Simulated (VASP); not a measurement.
Method: PBE GGA, VASP's PBE PAW potentials (set 64) (plane waves; VASP).

VASP ran on this input.

**KPOINTS**
```
Regular mesh
0
G
  6 6 6
0 0 0
```

**INCAR**
```
! general
SYSTEM   =  InSb
PREC     =  Accurate
ENCUT    =  400   ! plane-wave cut-off (eV)
LREAL    =  .FALSE.   ! projection in real space or not
LASPH    =  .TRUE.   ! aspherical one-centre terms

! electronic loop
EDIFF    =  1E-6
NELM     =  100
ALGO     =  Normal
IMIX     =  4
AMIX     =  1.0
BMIX     =  0.0001
LMAXMIX  =  4   ! l cut-off of mixed one-centre charges

! smearing
ISMEAR   =  0
SIGMA    =  0.05

! functional
GGA      =  PE   ! PBE

! ions
ISIF     =  2

! output
LWAVE    =  .FALSE.
LCHARG   =  .FALSE.
```

### POSCAR
```
InSb
3.240
  0.0000000000   1.0000000000   1.0000000000
  1.0000000000   0.0000000000   1.0000000000
  1.0000000000   1.0000000000   0.0000000000
In Sb
1 1
Cartesian
  0.0000000000   0.0000000000   0.0000000000
  0.5000000000   0.5000000000   0.5000000000
```

POTCAR, in this order: In_d Sb (PBE.64 set). Program: vasp_std.

Task: What will the output report for the number of irreducible k-points (NKPTS), number of bands (NBANDS), largest plane-wave count, number of space-group operations, FFT grid (NGX, NGY, NGZ)?

Result: 
- number of irreducible k-points (NKPTS): 16
- number of bands (NBANDS): 13
- largest plane-wave count: 1258
- number of space-group operations: 24
- FFT grid (NGX, NGY, NGZ): 30 × 30 × 30

The compound is InSb in the zinc blende structure. The cell was not relaxed at this level. The run is one of a series of settings (AMIX = 1.0, BMIX = 0.0001, IMIX = 4 against the base run), some of them coarse on purpose.
